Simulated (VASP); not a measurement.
Calculation: MS2 meta-GGA, VASP's PBE PAW potentials (set 64) (plane waves; VASP 6.6.1).

The input files of a VASP run:

File KPOINTS:
```
Automatic mesh
0
Gamma
7 7 7
0 0 0
```

### POSCAR
```
CeO2
3.7897430
  0.0000000000   0.7071067506   0.7071067506
  0.7071067506   0.0000000000   0.7071067506
  0.7071067506   0.7071067506   0.0000000000
Ce O
1 2
direct
  0.0000000000   0.0000000000   0.0000000000
  0.2500000000   0.2500000000   0.2500000000
  0.7500000000   0.7500000000   0.7500000000
```

**INCAR**
```
SYSTEM = CeO2
PREC = Accurate; ENCUT = 520; LREAL = .False.
LASPH = .True.
EDIFF = 1E-7; NELM = 100; ALGO = Normal
LMAXMIX = 6; LMIXTAU = .True.
ISMEAR = 0; SIGMA = 0.05
METAGGA = MS2
ISIF = 2
LWAVE = .False.; LCHARG = .False.
```

POTCAR, in this order: Ce O (PBE.64 set). Program: vasp_std.

Task: Estimate the energy per atom (σ→0), pressure.

Result: 
The energy per atom (σ→0) is -7.948 eV/atom and the pressure comes out as 6.32 GPa.

### OSZICAR
```
...
DAV:  16    -0.238436073986E+02   -0.40873E-03   -0.13937E-03  1088   0.342E-01    0.195E-01
DAV:  17    -0.238441553498E+02   -0.54795E-03   -0.34818E-03   984   0.614E-01    0.170E-01
DAV:  18    -0.238436428062E+02    0.51254E-03   -0.15625E-03   896   0.373E-01    0.402E-02
DAV:  19    -0.238436278994E+02    0.14907E-04   -0.27259E-04   944   0.175E-01    0.289E-02
DAV:  20    -0.238436530112E+02   -0.25112E-04   -0.90757E-05   912   0.934E-02    0.480E-03
DAV:  21    -0.238436549714E+02   -0.19602E-05   -0.40047E-06   728   0.271E-02    0.731E-03
DAV:  22    -0.238436549934E+02   -0.22010E-07   -0.82449E-07   912   0.105E-02
   1 F= -.23843655E+02 E0= -.23843655E+02  d E =-.251262E-11
```

The compound is CeO2 in the fluorite structure. This cell is one point of a volume scan, at 0.97 of the reference volume. The run is not spin-polarised, so no magnetic state was tried.
